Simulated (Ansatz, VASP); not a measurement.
# Cross-check of LiF (Griceite) between VASP and Ansatz

Wanted: the spread between two codes on one cell, functional and k mesh. The cell is taken from a series of runs on this material, whose earlier steps may have relaxed, scaled, displaced or heated it; both programs get it as it stands. Valence electrons are named where the data sets of a main pair hold unlike numbers.

Calculated with Ansatz 0.2.0; plane waves, with VASP 6.6.1 beside it; single point at PBE.

### 1. The starting structure

It takes space group Fm-3m (No. 225, cubic). The conventional cell has a = 4.028 Å, b = 4.028 Å, c = 4.028 Å, α = 90.00°, β = 90.00°, γ = 90.00°. Nearest to F lie 6 Li at 2.01 Å. Nearest to Li lie 6 F at 2.01 Å. Farther neighbours and most contacts between anions are not listed.

### 2. Ansatz: single point, PBE

Ansatz runs on its default PAW (the set named soft_2) files.

A single point gives forces, pressure and levels at one fixed geometry, so differences don't come from the geometry; what else differs is listed under the comparison.

File input.yaml:

```yaml
crystal:
  lattice:
    - [0.0, 2.014, 2.014]
    - [2.014, 0.0, 2.014]
    - [2.014, 2.014, 0.0]
  atoms:
    - { symbol: F, position: [0.5, 0.5, 0.5] }
    - { symbol: Li, position: [0.0, 0.0, 0.0] }
hamiltonian:
  xc: pbe
  pseudopotentials: { kind: paw }
kpoints:
  mp_grid: { grid: [8, 8, 8] }
  band_path:
    path:
      - [0.0, 0.0, 0.0]
      - [0.18182, 0.0, 0.18182]
      - [0.36364, 0.0, 0.36364]
      - [0.5, 0.0, 0.5]
      - [0.5, 0.09091, 0.59091]
      - [0.5, 0.18182, 0.68182]
      - [0.5, 0.25, 0.75]
      - [0.45455, 0.29545, 0.75]
      - [0.40909, 0.34091, 0.75]
      - [0.375, 0.375, 0.75]
      - [0.20455, 0.20455, 0.40909]
      - [0.06818, 0.06818, 0.13636]
      - [0.03409, 0.03409, 0.06818]
      - [0.04545, 0.04545, 0.04545]
      - [0.22727, 0.22727, 0.22727]
      - [0.40909, 0.40909, 0.40909]
      - [0.51136, 0.47727, 0.51136]
      - [0.55682, 0.38636, 0.55682]
      - [0.60227, 0.29545, 0.60227]
      - [0.61364, 0.25, 0.63636]
      - [0.56818, 0.25, 0.68182]
      - [0.51136, 0.25, 0.73864]
      - [0.5, 0.29545, 0.70455]
      - [0.5, 0.38636, 0.61364]
      - [0.5, 0.47727, 0.52273]
      - [0.47727, 0.47727, 0.54545]
      - [0.43182, 0.43182, 0.63636]
      - [0.38636, 0.38636, 0.72727]
      - [0.60227, 0.20455, 0.60227]
      - [0.55682, 0.11364, 0.55682]
      - [0.5, 0.0, 0.5]
    npoints: 1
scf:
  occupations: { method: gaussian, width: 0.01 }
  n_extra_bands: 7
output:
  forces: true
  stress: true
  eigenvalues: true
  write_density: true
  write_potential: true
  elf: true
  volumetric_format: npy
```

The run is started by

```console
> ansatz run input.yaml --threads 2 --pin off --max-ram 4608MiB --backend cpu --events-out ev --progress --plain --runs-dir out
```

Numbers of over 12 decimals in the logs are rounded to 6 here.

What it wrote:

```text
scf.n_extra_bands = 7 over 5 filled bands (N_el = 10.0): the run solves 12 bands
Engine: ansatz 0.2.0, x86_64-unknown-linux-gnu
Pseudopotentials: kind: paw
Pseudopotential: F, paw, valence charge 7, recommended cutoff 420 eV (normal), F.paw.azcp
Pseudopotential: Li, paw, valence charge 3, recommended cutoff 420 eV (normal), Li.paw.azcp
Functional definition: PBE
  parameter kappa = 0.804
  parameter beta = 0.066725
  exchange = pbe_x(kappa = kappa, mu = beta*pi^2/3)
  correlation = pbe_c(beta = beta)
Crystal: 2 atoms, lattice volume = 16.338 Å³
Basis set: ecut = 420 eV, 331 PW (Γ), exchange–correlation on 40×40×40 points (8 copies of the dense FFT grid, shifted against one another)
Bands: 12, of which v1, the nominal top of the filled ones, is band 5 counted from 1 (4 counted from 0)
Symmetry: 48 space group operations
Space group: Fm-3m (ITA 225), of the structure as read, at distance tolerance 2.5e-5 Å
k-points: 29 of 512
Non-local potential: F, projectors of the file, l = 0: 2, l = 1: 2, l = 2: 1
Non-local potential: Li, projectors of the file, l = 0: 3, l = 1: 2, l = 2: 1
PAW form: soft (Blöchl's): semilocal exchange-correlation on the pseudo side does not see the compensation charge
PAW one-centre angular grid: F, 110 points (default); XC on 64 Gauss nodes
PAW one-centre angular grid: Li, 110 points (default); XC on 64 Gauss nodes
Initial density: superposition of atomic densities (neutral atoms: chi_scale 0, normalization atom), corrected by the library's trained network
Initial wavefunctions: pseudopotential atomic-orbital guess
Functional: x = pbe(κ = 0.804, μ = 0.219515), c = pbe(β = 0.066725)
SCF iter   1: F=—  HF=-1016.167481 eV  |F-HF|=—  |Δ(HF+E_count)|=         —  Δρ=8.29e-4  dr2=5.10e-5  ethr=1.77e-3  ⟨swp⟩=5.8  Hψ=1909  notcnv=0
preconditioner: auto → none  [insulator: Δε(μ)=9.078 eV  Ē_g=28.048 eV  σ=0.010 eV  W_gap=1.00  n_scr=0 (ndim 8)  ℏωp=26.0 eV  f_vac=0.000  D(μ)=0.00/eV (n_scr^D=0)  ε∞_Penn≈1.9]
SCF iter   2: F=—  HF=-1016.167492 eV  |F-HF|=—  |Δ(HF+E_count)|=   1.12e-5  Δρ=1.27e-3  dr2=1.61e-4  ethr=5.10e-7  ⟨swp⟩=2.0  Hψ=799  notcnv=0  defer=74
SCF iter   3: F=—  HF=-1016.167466 eV  |F-HF|=—  |Δ(HF+E_count)|=   2.67e-5  Δρ=6.18e-4  dr2=3.81e-5  ethr=5.10e-7  ⟨swp⟩=2.4  Hψ=377  notcnv=0  defer=74
SCF iter   4: F=—  HF=-1016.167466 eV  |F-HF|=—  |Δ(HF+E_count)|=   1.90e-8  Δρ=1.49e-4  dr2=5.76e-7  ethr=3.81e-7  ⟨swp⟩=2.4  Hψ=380  notcnv=0  defer=74
SCF iter   5: F=—  HF=-1016.167485 eV  |F-HF|=—  |Δ(HF+E_count)|=   1.97e-5  Δρ=3.52e-4  dr2=1.34e-5  ethr=5.76e-9  ⟨swp⟩=2.0  Hψ=515  notcnv=0  defer=74
SCF iter   6: F=—  HF=-1016.167482 eV  |F-HF|=—  |Δ(HF+E_count)|=   3.15e-6  Δρ=1.77e-4  dr2=3.42e-6  ethr=5.76e-9  ⟨swp⟩=2.0  Hψ=390  notcnv=0  defer=74
SCF iter   7: F=—  HF=-1016.167481 eV  |F-HF|=—  |Δ(HF+E_count)|=   9.06e-7  Δρ=6.87e-5  dr2=5.13e-7  ethr=5.76e-9  ⟨swp⟩=2.0  Hψ=385  notcnv=0  defer=74
SCF iter   8: F=-1016.167481 eV  HF=-1016.167481 eV  |F-HF|=6.03e-9  |Δ(HF+E_count)|=   1.58e-7  Δρ=8.02e-6  dr2=6.97e-9  ethr=1.00e-9  ⟨swp⟩=6.9  Hψ=1766  notcnv=0
SCF 1 converged in 8 iterations: F = -1016.167481 eV  dr2 = 6.97e-9
  greatest PAW one-centre occupation: 1.000 electrons in one spin orbital (limit 2), on the Li atom at site 1 (counted from 0), in its partial waves of l = 0
NSCF: frozen V_eff on 31 k-points
SCF converged after 8 iterations
Free energy (F): -1016.167481 eV
Harris-Foulkes:  -1016.167481 eV  (|F-HF|=6.03e-9)
Internal energy: -1016.167481 eV  (E = F + TS)
E sigma→0 (E₀):  -1016.167481 eV
Fermi energy:    5.542560 eV
--- Per-component energies (eV) ---
  E_band       = -117.692426
  E_kinetic    = 230.623287
  E_local      = -640.971043  (includes V_loc(G=0)·N_el)
  E_nonlocal   = 40.377597
  E_hartree    = 224.577376
  E_xc         = -91.834845
  E_vxc        = -117.802054  (∫ρ·V_xc dr)
  E_paw        = -221.812384  (= ΣΔE_a)
  E_vpaw       = -79.074897  (= ΣTr[D̂ρ^β])
  E_aug_tail   = 0.002217  (compensation charges beyond the density's cutoff)
  E_ewald      = -557.129686
  E_smearing   = -0.000000  (= −TS)
  E_closure    = -0.000000  (closes the sum)
  Σ components = -1016.167481   (vs F -1016.167481, Δ=0.00e0)
--- Forces (eV/Å), atoms counted from 1 ---
  atom   1  F      0.00000000     0.00000000    -0.00000000
  atom   2  Li    -0.00000000     0.00000000    -0.00000000
  max |Σ_I F_I| component: 4.18e-29 eV/Å
--- Stress (GPa, compression-positive) ---
        2.117764       0.000000       0.000000
        0.000000       2.117764      -0.000000
        0.000000      -0.000000       2.117764
  P = ⅓ Tr σ = 2.1178 GPa (21.178 kbar)
--- Band table (eV; the first three rows and the last of 29) ---
  k-point 0: bands = [... 1 lower, -18.9695, 0.9980, 0.9980, 0.9980, 10.0871, 24.9531, 24.9531, 24.9531, ... 3 higher]
  k-point 1: bands = [... 1 lower, -18.9101, 0.5636, 0.9634, 0.9634, 10.5270, 21.5985, 23.3339, 23.3339, ... 3 higher]
  k-point 2: bands = [... 1 lower, -18.7616, -0.3697, 0.8821, 0.8821, 11.3525, 18.9536, 21.5574, 21.5574, ... 3 higher]
  k-point 28: bands = [... 1 lower, -18.3005, -1.0724, -1.0724, 0.2033, 16.0648, 16.0648, 18.4456, 20.2546, ... 3 higher]
```

### 3. VASP: single point, PBE

The same cell, functional, mesh and smearing now go to VASP, with its own data sets.

Lines of VASP's logs that name or quote its potential files are left out, and so is its time.

File INCAR:

```
SYSTEM = LiF
PREC = Accurate
ENCUT = 790
EDIFF = 1E-06
NELM = 100
ISMEAR = 0
SIGMA = 0.01
LREAL = .FALSE.
ALGO = Normal
GGA = PE
NBANDS = 11
LORBIT = 11
LWAVE = .FALSE.
LCHARG = .FALSE.
KPAR = 2
ISIF = 2
```

File POSCAR:

```
LiF
1.0
    0.0000000000      2.0140000000      2.0140000000
    2.0140000000      0.0000000000      2.0140000000
    2.0140000000      2.0140000000      0.0000000000
F Li
1 1
Direct
    0.5000000000      0.5000000000      0.5000000000
    0.0000000000      0.0000000000      0.0000000000
```

File KPOINTS:

```
Automatic mesh
0
Gamma
8 8 8
0 0 0
```

Potentials, in the order of the species: F_GW and Li_sv_GW (PBE family, release 64).

The run is started by

```console
> mpirun -np 2 vasp_std
```

What it wrote:

```text
[banner, memory and clock lines left out]
running    2 mpi-ranks, on    1 nodes
 distrk:  each k-point on    1 cores,    2 groups
 distr:  one band on    1 cores,    1 groups

 POSCAR found type information on POSCAR F Li
 POSCAR found :  2 types and       2 ions
 LDA part: xc-table for (Slater+PW92), standard interpolation
 POSCAR, INCAR and KPOINTS ok, starting setup
 FFT: planning ... GRIDC
 FFT: planning ... GRID_SOFT
 FFT: planning ... GRID
 WAVECAR not read
 entering main loop
       N       E                     dE             d eps       ncg     rms          rms(c)
DAV:   1     0.411242224834E+02    0.41124E+02   -0.64965E+03   646   0.115E+03
DAV:   2    -0.105142660940E+02   -0.51638E+02   -0.49822E+02   740   0.257E+02
DAV:   3    -0.119679872896E+02   -0.14537E+01   -0.14514E+01   757   0.375E+01
DAV:   4    -0.119754622736E+02   -0.74750E-02   -0.74747E-02   689   0.329E+00
DAV:   5    -0.119755465565E+02   -0.84283E-04   -0.84282E-04   814   0.334E-01    0.728E+00
DAV:   6    -0.114178508055E+02    0.55770E+00   -0.27199E+00   695   0.115E+01    0.502E+00
DAV:   7    -0.114165478831E+02    0.13029E-02   -0.16255E-02   751   0.138E+00    0.317E+00
DAV:   8    -0.114198237309E+02   -0.32758E-02   -0.16868E-02   679   0.171E+00    0.269E-01
DAV:   9    -0.114197130697E+02    0.11066E-03   -0.32843E-04   792   0.197E-01    0.543E-02
DAV:  10    -0.114198343384E+02   -0.12127E-03   -0.16121E-04   698   0.118E-01    0.126E-02
DAV:  11    -0.114198328372E+02    0.15012E-05   -0.51488E-06   813   0.192E-02    0.914E-03
DAV:  12    -0.114198329694E+02   -0.13217E-06   -0.39667E-07   737   0.704E-03
   1 F= -.11419833E+02 E0= -.11419833E+02  d E =0.000000E+00
```

From OUTCAR (step 3):

```text
ion  position               nearest neighbor table
   1  0.500  0.500  0.500-
   2  0.000  0.000  0.000-

  LATTYP: Found a face centered cubic cell.
 ALAT       =     4.0280000000

 Subroutine GETGRP returns: Found 48 space group operations
 (whereof 48 operations were pure point group operations)

The static configuration has the point symmetry O_h .

 Found     29 irreducible k-points:

   k-points           NKPTS =     29   k-points in BZ     NKDIM =     29   number of bands    NBANDS=     11

   dimension x,y,z NGX =    28 NGY =   28 NGZ =   28
   dimension x,y,z NGXF=    56 NGYF=   56 NGZF=   56

   ENCUT  =  790.0 eV  58.06 Ry    7.62 a.u.   6.53  6.53  6.53*2*pi/ulx,y,z

   NELECT =      10.0000    total number of electrons

 k-points in reciprocal lattice and weights: Automatic mesh
   0.00000000  0.00000000  0.00000000       0.002
   0.12500000  0.00000000  0.00000000       0.016
   0.25000000  0.00000000  0.00000000       0.016
   0.37500000  0.00000000  0.00000000       0.016
   0.50000000  0.00000000  0.00000000       0.008
   0.12500000  0.12500000  0.00000000       0.012
   0.25000000  0.12500000  0.00000000       0.047
   0.37500000  0.12500000  0.00000000       0.047
   0.50000000  0.12500000  0.00000000       0.047
[...]
-0.37500000  0.50000000  0.12500000       0.023
  -0.25000000  0.50000000  0.25000000       0.012

 average (electrostatic) potential at core
       1-112.4029       2 -37.8332

 E-fermi :  -0.8361

 k-point     1 :       0.0000    0.0000    0.0000
  band No.  band energies     occupation
      1     -41.9351      2.00000
      2     -21.0240      2.00000
      3      -1.0556      2.00000
      4      -1.0556      2.00000
      5      -1.0556      2.00000
      6       8.0063      0.00000
      7      22.8894      0.00000
      8      22.8894      0.00000
      9      22.8894      0.00000
     10      23.2720      0.00000
    ...

 k-point     2 :       0.1250    0.0000    0.0000
  band No.  band energies     occupation
      1     -41.9262      2.00000
      2     -20.9648      2.00000
      3      -1.4907      2.00000
      4      -1.0902      2.00000
      5      -1.0902      2.00000
      6       8.4475      0.00000
      7      19.5292      0.00000
      8      21.2633      0.00000
      9      21.2633      0.00000
     10      24.6046      0.00000
    ...

 k-point     3 :       0.2500    0.0000    0.0000
  band No.  band energies     occupation
      1     -41.9055      2.00000
      2     -20.8167      2.00000
      3      -2.4251      2.00000
      4      -1.1722      2.00000
      5      -1.1722      2.00000
      6       9.2752      0.00000
      7      16.8836      0.00000
      8      19.4824      0.00000
      9      19.4824      0.00000
     10      25.9803      0.00000
    ...

  Total        0.1351947      0.1351947      0.1351947      0.0000000      0.0000000     -0.0000000
  in kB       13.2575091     13.2575091     13.2575091      0.0000000      0.0000000     -0.0000000
  external PRESSURE =      13.2575091 kB  Pullay stress =       0.0000000 kB

  energy-cutoff  :      790.00
  volume of cell :       16.34
      direct lattice vectors                 reciprocal lattice vectors
     0.000000000  2.014000000  2.014000000    -0.248262165  0.248262165  0.248262165
     2.014000000  0.000000000  2.014000000     0.248262165 -0.248262165  0.248262165
     2.014000000  2.014000000  0.000000000     0.248262165  0.248262165 -0.248262165

 POSITION                                       TOTAL-FORCE (eV/Angst)
 -----------------------------------------------------------------------------------
      2.01400      2.01400      2.01400         0.000000     -0.000000     -0.000000
      0.00000      0.00000      0.00000        -0.000000      0.000000      0.000000
 -----------------------------------------------------------------------------------
    total drift:                                0.000000      0.000000      0.000000

  FREE ENERGIE OF THE ION-ELECTRON SYSTEM (eV)
  ---------------------------------------------------
  free  energy   TOTEN  =       -11.4198329694 eV

  energy  without entropy=      -11.4198329694  energy(sigma->0) =      -11.41983297

 total charge
# of ion       s       p       d       tot
------------------------------------------
    1        1.658   4.193   0.000   5.851
    2        1.990   0.054   0.002   2.046
--------------------------------------------------
tot          3.648   4.247   0.002   7.897

[... 3 further parts left out ...]
```

The run ends at a pressure of 1.33 GPa.

### 4. Differences

Known differences besides the potentials themselves: the cutoff is 420 eV in Ansatz and 790 eV in VASP; VASP leaves aspherical gradient terms in its spheres out (LASPH is not set), Ansatz keeps them. Total energies have different zeros and are not compared.

The two programs side by side:

```
                                        quantity  Ansatz   VASP  difference
                                  pressure (GPa)    2.12   1.33       +0.79
pressure without Ansatz's Pulay correction (GPa)    1.42   1.33       +0.09
                          gap on the k mesh (eV)   9.089  9.062      +0.027
```

A gap on the mesh is an upper bound, since the band edges may lie between its points. Ansatz's pressure holds a Pulay correction of 0.70 GPa; VASP's holds none.

### 5. What the set-up changes

Further runs change the set-up of one program: Ansatz's method, potentials or start, or VASP's data sets, cutoff or form of LDA. The table gives Ansatz less VASP for each quantity, since a change that brings one quantity closer may part another.

```csv
run,pressure (GPa),gap on the k mesh (eV),pressure without Ansatz's Pulay correction (GPa)
as above,0.79,0.027,0.092
VASP with the data sets F_h and Li_sv and a cutoff of 1240 eV,0.86,0.017,0.16
```

### 6. Results

```json
{"difference in gap on the k mesh (single point, PBE)": "0.027 eV", "difference in pressure (single point, PBE)": "0.79 GPa"}
```

What this shows: The difference in pressure is 0.79 GPa (single point, PBE), within the 1 GPa picked in this series as the mark of a large difference. Single point, PBE, VASP with the data sets F_h and Li_sv and a cutoff of 1240 eV: the difference in gap on the k mesh goes from 0.027 to 0.017 eV; the difference in pressure without Ansatz's Pulay correction goes from 0.092 to 0.16 GPa. How closely two codes agree says nothing of how well the functional describes the real material.

[Lines on the potential files, build, host, timing and source positions are cut from VASP's logs without a mark.]

[Logs are printed without paths, hosts, clocks, repeated set-up lines and the standing remarks that a program may print on its own settings, such as how far it seeks lower states.]

[Hosts, paths, dates, database ids (printed as entryN), source tags and the programs' standing remarks are cut or masked in the printed files.]
